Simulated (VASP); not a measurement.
For cubic BAs (zinc blende), PBE GGA, VASP's PBE PAW potentials (set 64) (VASP) gives ε∞ = 9.88, a static ε₀ = 9.97 and a transverse optical mode at 679 cm⁻¹.

### Question
Estimate the longitudinal optical frequency at Γ.

### Answer
By the Lyddane-Sachs-Teller relation, ω_LO = ω_TO √(ε₀/ε∞) = 679 × √(9.97/9.88) = 682 cm⁻¹.

The compound is BAs in the zinc blende structure. It was relaxed first.
